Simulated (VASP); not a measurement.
Output of a VASP run:

OSZICAR:
```
       N       E                     dE             d eps       ncg     rms          rms(c)
DAV:   1     0.991256636648E+02    0.99126E+02   -0.76068E+03  1728   0.850E+02
DAV:   2     0.263829112646E+01   -0.96487E+02   -0.95640E+02  1892   0.246E+02
DAV:   3    -0.341100598552E+01   -0.60493E+01   -0.60248E+01  3076   0.444E+01
DAV:   4    -0.352170091989E+01   -0.11069E+00   -0.11045E+00  2024   0.539E+00
DAV:   5    -0.352431847562E+01   -0.26176E-02   -0.26171E-02  2400   0.622E-01    0.127E+01
DAV:   6    -0.351542626842E+01    0.88922E-02   -0.30062E-02  2048   0.162E+00    0.733E+00
DAV:   7    -0.351668384131E+01   -0.12576E-02   -0.30280E-02  2048   0.177E+00    0.302E-01
DAV:   8    -0.351628917540E+01    0.39467E-03   -0.38491E-03  2354   0.487E-01    0.931E-02
DAV:   9    -0.351633845048E+01   -0.49275E-04   -0.21556E-04  2100   0.850E-02    0.360E-02
DAV:  10    -0.351635319542E+01   -0.14745E-04   -0.43141E-05  1994   0.568E-02    0.663E-03
DAV:  11    -0.351635296161E+01    0.23381E-06   -0.41748E-06  1970   0.148E-02
   1 F= -.35163530E+01 E0= -.35096478E+01  d E =-.134104E-01
```

### OUTCAR
```
------------------------ aborting loop because EDIFF is reached ----------------------------------------
  FORCE on cell =-STRESS in cart. coord.  units (eV):
  Direction    XX          YY          ZZ          XY          YZ          ZX
  --------------------------------------------------------------------------------------
  Total        0.4004703      0.4004703      0.4004703     -0.0000000     -0.0000000      0.0000000
  in kB        7.0960506      7.0960506      7.0960506     -0.0000000     -0.0000000      0.0000000
  external PRESSURE =       7.0960506 kB  Pullay stress =       0.0000000 kB
  volume of cell :       90.42
      direct lattice vectors                 reciprocal lattice vectors
     4.488364000  0.000000000  0.000000000     0.222798329  0.000000000  0.000000000
     0.000000000  4.488364000  0.000000000     0.000000000  0.222798329  0.000000000
     0.000000000  0.000000000  4.488364000     0.000000000  0.000000000  0.222798329
 POSITION                                       TOTAL-FORCE (eV/Angst)
 -----------------------------------------------------------------------------------
      0.00000      0.00000      0.00000         0.000000      0.000000      0.000000
      2.24418      2.24418      2.24418         0.000000      0.000000      0.000000
 -----------------------------------------------------------------------------------
    total drift:                               -0.000000      0.000000      0.000000
  FREE ENERGIE OF THE ION-ELECTRON SYSTEM (eV)
  ---------------------------------------------------
  free  energy   TOTEN  =        -3.5163529616 eV

  energy  without entropy=       -3.5029425720  energy(sigma->0) =       -3.50964777
```
(Selected blocks of OUTCAR.)

**POSCAR**
```
SrCa
1
    4.4883640000     0.0000000000     0.0000000000
    0.0000000000     4.4883640000     0.0000000000
    0.0000000000     0.0000000000     4.4883640000
Ca Sr
1 1
Direct
  0.0000000000   0.0000000000   0.0000000000
  0.5000000000   0.5000000000   0.5000000000
```

### Question
Write an INCAR and KPOINTS that could have produced this output.

### Answer
This is not unique; one that fits is the input of the run itself, PBE GGA, plane waves, VASP's PBE PAW potentials (set 64).

### KPOINTS
```
Regular mesh
0
G
10 10 10
0 0 0
```

**INCAR**
```
SYSTEM = SrCa
PREC = Accurate
ENCUT = 300
EDIFF = 1E-6
NELM = 100
ALGO = Normal
LREAL = .FALSE.
LASPH = .TRUE.
ISMEAR = 0
SIGMA = 0.1
GGA = PE
LMAXMIX = 4
LWAVE = .FALSE.
LCHARG = .FALSE.
ISIF = 2
```

POTCAR, in this order: Ca_sv Sr_sv (PBE.64 set). Program: vasp_std.

At this cut-off the stress carries a Pulay error, which pulls relaxed volumes low.

The structure was generated: SrCa was put into an ordered model structure, which need not be its known phase. The cell was not relaxed at this level.
